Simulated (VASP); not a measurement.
```xyz
3
Lattice="2.1713 -3.7607 0.0000 2.1713 3.7607 0.0000 0.0000 0.0000 6.0075" Properties=species:S:1:pos:R:3 pbc="T T T"
Te     2.7808    -2.7049     4.0050
Te     3.1234     0.0000     0.0000
Te     2.7808     2.7049     2.0025
```

Computed with vdW-DF-cx, VASP's PBE PAW potentials (set 64) (plane waves; VASP). Numerical set-up: 520 eV cut-off, Gaussian smearing of 0.050 eV, potentials Te.

Q: Give the energies of bands 4 to 12 at the high-symmetry points, in eV from the Fermi level.

A: 
```
band      Γ      M      K      A      L      H
----  -----  -----  -----  -----  -----  -----
4     -2.87  -4.98  -4.50  -4.03  -5.90  -5.29
5     -2.57  -4.53  -4.50  -2.57  -3.61  -5.23
6     -2.57  -3.86  -3.31  -2.57  -3.59  -5.23
7     -1.69  -3.73  -3.31  -1.24  -2.63  -0.90
8     -1.69  -0.85  -3.15  -0.83  -2.36   0.00
9     -1.00  -0.71  -3.07  -0.83  -0.32   0.00
10     0.99   0.64   2.95   0.34   0.42   0.00
11     0.99   0.66   2.95   0.41   1.96   1.02
12     1.71   2.63   3.17   0.41   2.62   1.02
```

It has no gap at this level: it comes out as a metal or semimetal.

The compound is Te in the trig structure. It was relaxed first.
